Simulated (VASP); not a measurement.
An input for Ansatz (written as the equivalent of a VASP run, and not itself run):

Ansatz 0.2 input:
```yaml
crystal:
  lattice:
    - [2.8316065, 0.0000000, 0.0000000]
    - [0.0000000, 2.8316065, 0.0000000]
    - [0.0000000, 0.0000000, 2.8316065]
  atoms:
    - { symbol: Mn, position: [0.0000000, 0.0000000, 0.0000000] }
    - { symbol: V, position: [0.5000000, 0.5000000, 0.5000000] }
kpoints:
  mp_grid: { grid: [14, 14, 14] }
hamiltonian:
  xc: pbesol
  pseudopotentials: { kind: paw }
scf:
  occupations: { method: tetrahedron }
  max_iter: 100
output: { forces: true, stress: true, eigenvalues: true }
```

Task: Write the VASP files for the same calculation (PBEsol).

Result: One answer among several that fit: 
### INCAR
```
# general
SYSTEM  = MnV
PREC    = Accurate
ENCUT   = 400
LREAL   = F
LASPH   = T

# electronic loop
EDIFF   = 1E-7
NELM    = 100
ALGO    = Normal
LMAXMIX = 4

# smearing
ISMEAR  = -5

# functional
GGA     = PS

# ions
ISIF    = 2

# output
LWAVE   = F
LCHARG  = T
LORBIT  = 11
NEDOS   = 601
```

File KPOINTS:
```
Automatic mesh
0
Gamma
14 14 14
0 0 0
```

**POSCAR**
```
MnV
1
    2.8316065411    -0.0000000000     0.0000000000
    0.0000000000     2.8316065411     0.0000000000
   -0.0000000000     0.0000000000     2.8316065411
Mn V
1 1
Direct
  0.0000000000   0.0000000000   0.0000000000
  0.5000000000   0.5000000000   0.5000000000
```

POTCAR, in this order: Mn_pv V_sv (PBE.64 set). Program: vasp_std.

The two are equivalent in intent, not identical: each code has its own PAW files, so the cut-off isn't converted (ENCUT is set for VASP's; basis.ecutwfc is left out, and Ansatz then takes the one that its files recommend); Ansatz stops its SCF on the density residual and VASP on the energy change (EDIFF).

The structure comes from a measured MnV entry (Pm-3m) of the Crystallography Open Database, whose conditions weren't checked. It was relaxed first, which changed the volume by -7 %.
